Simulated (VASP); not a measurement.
A VASP calculation is set up with these files.

### POSCAR
```
Mg
1
    1.6050000000    -2.7799420000     0.0000000000
    1.6050000000     2.7799420000     0.0000000000
    0.0000000000     0.0000000000     5.2100000000
Mg
2
Direct
  0.3333330000   0.6666670000   0.2500000000
  0.6666670000   0.3333330000   0.7500000000
```

### INCAR
```
ALGO=Normal
EDIFF=1E-6
ENCUT=400
GGA=PE
ISIF=2
ISMEAR=1
LASPH=.True.
LCHARG=.False.
LREAL=.False.
LWAVE=.False.
NELM=100
PREC=Accurate
SIGMA=0.1
SYSTEM=Mg
```

**KPOINTS**
```
Automatic mesh
0
Gamma
10 10 6
0 0 0
```

POTCAR, in this order: Mg (PBE.64 set). Program: vasp_std.

**Question.** Write an equivalent input for Quantum ESPRESSO's pw.x.

**Answer.** One equivalent input (not run):
```
&CONTROL
  calculation = 'scf'
  pseudo_dir = './pseudo'
  outdir = './out'
  tprnfor = .true.
  tstress = .true.
/
&SYSTEM
  ibrav = 0
  nat = 2
  ntyp = 1
  ecutwfc = 84
  occupations = 'smearing'
  smearing = 'methfessel-paxton'
  degauss = 0.00735
  input_dft = 'pbe'
/
&ELECTRONS
  conv_thr = 7.3e-08
  electron_maxstep = 100
/
ATOMIC_SPECIES
  Mg 24.305 Mg.upf
CELL_PARAMETERS angstrom
     1.6050000   -2.7799420    0.0000000
     1.6050000    2.7799420    0.0000000
     0.0000000    0.0000000    5.2100000
ATOMIC_POSITIONS crystal
  Mg   0.3333330  0.6666670  0.2500000
  Mg   0.6666670  0.3333330  0.7500000
K_POINTS automatic
  10 10 6 0 0 0
```
Limits of the translation: the potentials are each code's own (VASP's PAW set, PseudoDojo norm-conserving files in pw.x), so ENCUT and ecutwfc are chosen apart and not converted; conv_thr bounds pw.x's estimated SCF error, while EDIFF bounds the energy change between steps.

The compound is Mg in the hcp structure. The cell was not relaxed at this level.
